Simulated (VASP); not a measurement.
Method: revPBE GGA, VASP's PBE PAW potentials (set 64) (plane waves; VASP 6.6.1).

The input files of a VASP run:

File POSCAR:
```
Gd
1
    1.8150000000    -3.1436720000     0.0000000000
    1.8150000000     3.1436720000     0.0000000000
    0.0000000000     0.0000000000     5.7800000000
Gd
2
Direct
  0.3333330000   0.6666670000   0.2500000000
  0.6666670000   0.3333330000   0.7500000000
```

### INCAR
```
SYSTEM = Gd
PREC = Accurate; ENCUT = 520; LREAL = .FALSE.
LASPH = .TRUE.
EDIFF = 1E-6; NELM = 100; ALGO = Normal
LMAXMIX = 6
ISMEAR = 1; SIGMA = 0.1
GGA = RE
IBRION = 2; NSW = 60; ISIF = 3
EDIFFG = -0.01
LWAVE = .FALSE.; LCHARG = .FALSE.
```

### KPOINTS
```
Automatic mesh
0
Gamma
10 10 6
0 0 0
```

POTCAR, in this order: Gd_3 (PBE.64 set). Program: vasp_std.

What will the output report for the number of irreducible k-points (NKPTS), largest plane-wave count, number of space-group operations, FFT grid (NGX, NGY, NGZ)?

| Property | Value |
|---|---|
| number of irreducible k-points (NKPTS) | 56 |
| largest plane-wave count | 1798 |
| number of space-group operations | 24 |
| FFT grid (NGX, NGY, NGZ) | 28 × 28 × 48 |

The compound is Gd in the hcp structure. This run relaxes it. Symmetry was kept, so distortions that lower it aren't found. The 4f electrons are frozen in the core of the lanthanide potential, so 4f levels, which can set the real gap, and their magnetism are missing.
